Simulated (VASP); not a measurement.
Input:

```
GaSb
1.0
    0.00000     3.10240     3.10240
    3.10240     0.00000     3.10240
    3.10240     3.10240     0.00000
Ga Sb
1 1
Direct
  0.00000   0.00000   0.00000
  0.25000   0.25000   0.25000
```

Calculation: optB88-vdW, VASP's PBE PAW potentials (set 64) (plane waves; VASP). Numerical set-up: 520 eV cut-off, Gaussian smearing of 0.050 eV, potentials Ga_d Sb.

Unless said otherwise, spin-orbit coupling is left out, though it shifts the bands of the heavy elements here.

**Question.** Predict the band gap (along the path) with the smallest direct gap where there is one.

**Answer.** 
The band gap (along the path) comes out as none (metal, semimetal or under 0.01 eV).

Only differences to runs with the same potentials and settings are physical.

The compound is GaSb in the zinc blende structure. It was relaxed first, which changed the volume by +5 %.
